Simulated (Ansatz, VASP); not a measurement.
# PtW9: VASP beside Ansatz, part 2 of 2

Wanted: the spread between two codes on one cell, functional and k mesh. The structure shown is the end of the VASP relaxation below.

VASP 6.6.1 and Ansatz 0.2.0.

So far: The starting structure; VASP: relaxation, PBEsol.

### 3. Ansatz: single point, PBEsol

Level of this step: Ansatz beside VASP: Kohn-Sham DFT, plane waves, PBEsol (Ansatz).

Ansatz runs on its default PAW (the set named soft_2) files.

The same cell, functional, mesh and smearing now go to Ansatz, which takes its cutoff from its data sets.

File input.yaml:

```yaml
crystal:
  lattice:
    - [6.34, 0.0, 0.0]
    - [0.0, 6.34, 0.0]
    - [0.0, 0.0, 20.34]
  atoms:
    - { symbol: Pt, position: [0.0, 0.0, 0.64489116] }
    - { symbol: Pt, position: [0.0, 0.0, 0.35510884] }
    - { symbol: W, position: [0.5, 0.0, 0.64438578] }
    - { symbol: W, position: [0.0, 0.5, 0.64438578] }
    - { symbol: W, position: [0.5, 0.5, 0.64411923] }
    - { symbol: W, position: [0.25398554, 0.25398554, 0.57766367] }
    - { symbol: W, position: [0.74601446, 0.25398554, 0.57766367] }
    - { symbol: W, position: [0.25398554, 0.74601446, 0.57766367] }
    - { symbol: W, position: [0.74601446, 0.74601446, 0.57766367] }
    - { symbol: W, position: [0.0, 0.0, 0.5] }
    - { symbol: W, position: [0.5, 0.0, 0.5] }
    - { symbol: W, position: [0.0, 0.5, 0.5] }
    - { symbol: W, position: [0.5, 0.5, 0.5] }
    - { symbol: W, position: [0.25398554, 0.25398554, 0.42233633] }
    - { symbol: W, position: [0.74601446, 0.25398554, 0.42233633] }
    - { symbol: W, position: [0.25398554, 0.74601446, 0.42233633] }
    - { symbol: W, position: [0.74601446, 0.74601446, 0.42233633] }
    - { symbol: W, position: [0.5, 0.0, 0.35561422] }
    - { symbol: W, position: [0.0, 0.5, 0.35561422] }
    - { symbol: W, position: [0.5, 0.5, 0.35588077] }
hamiltonian:
  xc: pbesol
  pseudopotentials: { kind: paw }
kpoints:
  mp_grid: { grid: [3, 3, 1] }
scf:
  occupations: { method: gaussian, width: 0.1 }
  n_extra_bands: 9
output:
  forces: true
  eigenvalues: true
```

Launch:

```bash
$ ansatz run input.yaml --threads 8 --pin off --max-ram 18432MiB --backend cpu --events-out ev --progress --plain --runs-dir out
```

Numbers of over 12 decimals in the logs are rounded to 6 here.

Output:

```text
scf.n_extra_bands = 9 over 144 filled bands (N_el = 288.0): the run solves 153 bands
Engine: ansatz 0.2.0, aarch64-unknown-linux-gnu
Pseudopotentials: kind: paw
Pseudopotential: Pt, paw, valence charge 18, recommended cutoff 420 eV (normal), Pt.paw.azcp
Pseudopotential: W, paw, valence charge 14, recommended cutoff 420 eV (normal), W.paw.azcp
Functional definition: PBEsol
  exchange = pbesol_x
  correlation = pbesol_c
Crystal: 20 atoms, lattice volume = 817.579 Å³
Basis set: ecut = 420 eV, 15999 PW (Γ), exchange–correlation on 90×90×288 points (8 copies of the dense FFT grid, shifted against one another)
Bands: 153, of which v1, the nominal top of the filled ones, is band 144 counted from 1 (143 counted from 0)
Symmetry: 16 space group operations
Space group: P4/mmm (ITA 123), of the structure as read, at distance tolerance 9.4e-5 Å
k-points: 3 of 9
Non-local potential: Pt, projectors of the file, l = 0: 3, l = 1: 2, l = 2: 2, l = 3: 1
Non-local potential: W, projectors of the file, l = 0: 3, l = 1: 2, l = 2: 2, l = 3: 1
PAW form: soft (Blöchl's): semilocal exchange-correlation on the pseudo side does not see the compensation charge
PAW frozen core: Pt, regenerated for the run's functional, and the local potential with it (the file was generated under x = pbe(κ = 0.804, μ = 0.219515), c = pbe(β = 0.066725))
PAW frozen core: W, regenerated for the run's functional, and the local potential with it (the file was generated under x = pbe(κ = 0.804, μ = 0.219515), c = pbe(β = 0.066725))
PAW one-centre angular grid: Pt, 590 points (default); XC on 64 Gauss nodes
PAW one-centre angular grid: W, 590 points (default); XC on 64 Gauss nodes
Initial density: superposition of atomic densities (neutral atoms: chi_scale 0, normalization atom), corrected by the library's trained network
Initial wavefunctions: pseudopotential atomic-orbital guess
Functional: x = pbesol(κ = 0.804, μ = 0.123457), c = pbesol(β = 0.046)
SCF iter   1: F=—  HF=-209368.116246 eV  |F-HF|=—  |Δ(HF+E_count)|=         —  Δρ=9.97e-3  dr2=4.61e0  ethr=1.77e-3  ⟨swp⟩=9.7  Hψ=2375  notcnv=0
preconditioner: auto → LDOS  [metal: Δε(μ)=0.045 eV  Ē_g=3.816 eV  σ=0.100 eV  W_gap=0.24  n_scr=162 (ndim 8)  ℏωp=14.7 eV  f_vac=0.534  D(μ)=20.92/eV (n_scr^D=128)  β→1.0]
SCF iter   2: F=—  HF=-209367.801015 eV  |F-HF|=—  |Δ(HF+E_count)|=   3.15e-1  Δρ=4.36e-3  dr2=2.30e-1  ethr=1.60e-3  ⟨swp⟩=2.7  Hψ=688  notcnv=0  defer=1
SCF iter   3: F=—  HF=-209367.785969 eV  |F-HF|=—  |Δ(HF+E_count)|=   1.50e-2  Δρ=2.87e-3  dr2=2.13e-1  ethr=7.97e-5  ⟨swp⟩=3.0  Hψ=890  notcnv=0  defer=1
SCF iter   4: F=—  HF=-209367.766175 eV  |F-HF|=—  |Δ(HF+E_count)|=   1.98e-2  Δρ=8.03e-4  dr2=3.56e-2  ethr=7.38e-5  ⟨swp⟩=2.0  Hψ=644  notcnv=0  defer=1
SCF iter   5: F=—  HF=-209367.762953 eV  |F-HF|=—  |Δ(HF+E_count)|=   3.22e-3  Δρ=5.63e-4  dr2=6.97e-3  ethr=1.24e-5  ⟨swp⟩=2.3  Hψ=694  notcnv=0
SCF iter   6: F=—  HF=-209367.762357 eV  |F-HF|=—  |Δ(HF+E_count)|=   5.96e-4  Δρ=1.25e-4  dr2=7.31e-4  ethr=2.42e-6  ⟨swp⟩=2.3  Hψ=640  notcnv=0
SCF iter   7: F=—  HF=-209367.762286 eV  |F-HF|=—  |Δ(HF+E_count)|=   7.08e-5  Δρ=7.41e-5  dr2=9.49e-5  ethr=2.54e-7  ⟨swp⟩=3.0  Hψ=705  notcnv=0
SCF iter   8: F=—  HF=-209367.762187 eV  |F-HF|=—  |Δ(HF+E_count)|=   9.90e-5  Δρ=2.62e-5  dr2=2.12e-5  ethr=3.29e-8  ⟨swp⟩=2.7  Hψ=671  notcnv=0
SCF iter   9: F=—  HF=-209367.762189 eV  |F-HF|=—  |Δ(HF+E_count)|=   2.19e-6  Δρ=8.76e-6  dr2=1.38e-6  ethr=7.36e-9  ⟨swp⟩=3.0  Hψ=660  notcnv=0
SCF iter  10: F=—  HF=-209367.762189 eV  |F-HF|=—  |Δ(HF+E_count)|=   4.84e-7  Δρ=4.10e-6  dr2=2.99e-7  ethr=4.79e-10  ⟨swp⟩=3.0  Hψ=876  notcnv=0
SCF iter  11: F=-209367.762190 eV  HF=-209367.762190 eV  |F-HF|=3.62e-8  |Δ(HF+E_count)|=   9.87e-8  Δρ=1.87e-6  dr2=6.41e-8  ethr=3.47e-11  ⟨swp⟩=10.3  Hψ=1964  notcnv=0
SCF 1 converged in 11 iterations: F = -209367.762190 eV  dr2 = 6.41e-8
  greatest PAW one-centre occupation: 1.000 electrons in one spin orbital (limit 2), on the Pt atom at site 1 (counted from 0), in its partial waves of l = 0
SCF converged after 11 iterations
Free energy (F): -209367.762190 eV
Harris-Foulkes:  -209367.762190 eV  (|F-HF|=3.62e-8)
Internal energy: -209367.682626 eV  (E = F + TS)
E sigma→0 (E₀):  -209367.722408 eV
Entropy (-TS):   -0.079563 eV (-3.978 meV/atom)
Fermi energy:    6.156788 eV
--- Per-component energies (eV) ---
  E_band       = -6454.318548
  E_kinetic    = 9369.402480
  E_local      = -265352.195350  (includes V_loc(G=0)·N_el)
  E_nonlocal   = 483.889411
  E_hartree    = 128399.583435
  E_xc         = -5277.320794
  E_vxc        = -4877.794110  (∫ρ·V_xc dr)
  E_paw        = -170487.024878  (= ΣΔE_a)
  E_vpaw       = -2876.716277  (= ΣTr[D̂ρ^β])
  E_aug_tail   = -0.000697  (compensation charges beyond the density's cutoff)
  E_ewald      = 93491.417544
  E_core_change = 4.566222  (= ΣΔE_core)
  E_smearing   = -0.079563  (= −TS)
  E_closure    = 0.000000  (closes the sum)
  Σ components = -209367.762190   (vs F -209367.762190, Δ=0.00e0)
--- Forces (eV/Å), atoms counted from 1 ---
  atom   1  Pt     0.00000000     0.00000000     0.06126325
  atom   2  Pt     0.00000000     0.00000000    -0.06126325
  atom   3  W      0.00000000     0.00000000     0.32279500
  atom   4  W     -0.00000000     0.00000000     0.32279500
  atom   5  W      0.00000000     0.00000000     0.37404555
  atom   6  W     -0.05490865    -0.05490865    -0.08131065
  atom   7  W      0.05490865    -0.05490865    -0.08131065
  atom   8  W     -0.05490865     0.05490865    -0.08131065
  atom   9  W      0.05490865     0.05490865    -0.08131065
  atom  10  W     -0.00000000    -0.00000000     0.00000000
  atom  11  W      0.00000000    -0.00000000     0.00000000
  atom  12  W      0.00000000     0.00000000     0.00000000
  atom  13  W      0.00000000     0.00000000     0.00000000
  atom  14  W     -0.05490865    -0.05490865     0.08131065
  atom  15  W      0.05490865    -0.05490865     0.08131065
  atom  16  W     -0.05490865     0.05490865     0.08131065
  atom  17  W      0.05490865     0.05490865     0.08131065
  atom  18  W      0.00000000     0.00000000    -0.32279500
  atom  19  W     -0.00000000     0.00000000    -0.32279500
  atom  20  W      0.00000000     0.00000000    -0.37404555
  max |Σ_I F_I| component: 5.55e-17 eV/Å
--- Band table (eV) ---
  k-point 0: bands = [... 140 lower, 5.9237, 5.9593, 6.4547, 6.4547, 6.5424, 6.6990, 6.7372, 7.0063, ... 5 higher]
  k-point 1: bands = [... 140 lower, 5.7551, 6.0319, 6.1517, 6.2441, 6.2831, 6.3900, 6.4247, 6.6125, ... 5 higher]
  k-point 2: bands = [... 140 lower, 5.4178, 5.6897, 5.8704, 5.8904, 5.9557, 6.1075, 6.2439, 6.3678, ... 5 higher]
```

Wall time 8.8 s (8 threads of Arm Neoverse N1, shared host); peak memory 2.1 GiB; 64 s of CPU time.

In the SCF lines HF is the Harris–Foulkes energy and dr2 the Hartree energy of the density residual, in eV; the loop may stop once dr2 is under the threshold and the program's other checks hold. Hψ counts applications of the Hamiltonian.

### 4. Comparison

Known differences besides the potentials themselves: the data sets hold 288 valence electrons in Ansatz (default PAW (the set named soft_2) files) and 128 in VASP; the cutoff is 420 eV in Ansatz and 330 eV in VASP (PREC = Normal, projectors in real space); Ansatz makes its cores anew for this functional, VASP keeps those of its PBE data sets. Total energies have different zeros and are not compared.

At this near-relaxed geometry the largest component of a force difference is 357 meV/Å.

### 5. Other set-ups

Further runs change the set-up of one program: Ansatz's method, potentials or start, or VASP's data sets, cutoff or form of LDA. The table gives Ansatz less VASP for each quantity, since a change that brings one quantity closer may part another.

| run | r.m.s. force difference (meV/Å) |
| --- | --- |
| as above | 115 |
| cores kept as stored | 116 |
| norm-conserving potentials (cutoff 1143 eV) | 120 |

### 6. Results

```json
{
 "r.m.s. force difference (single point, PBEsol)": "115 meV/Å"
}
```

**Reading.** The r.m.s. force difference is 115 meV/Å (single point, PBEsol), beyond the 12 meV/Å picked in this series as the mark of a large difference. For single point, PBEsol, no further run moves any of the tabulated differences by more than a quarter of its size. 1 further run of this series is not shown here. How closely two codes agree says nothing of how well the functional describes the real material.

[Lines on the potential files, build, host, timing and source positions are cut from VASP's logs without a mark.]

[Logs are printed without paths, hosts, clocks, repeated set-up lines and the standing remarks that a program may print on its own settings, such as how far it seeks lower states.]

[Hosts, paths, dates, database ids (printed as entryN), source tags and the programs' standing remarks are cut or masked in the printed files.]
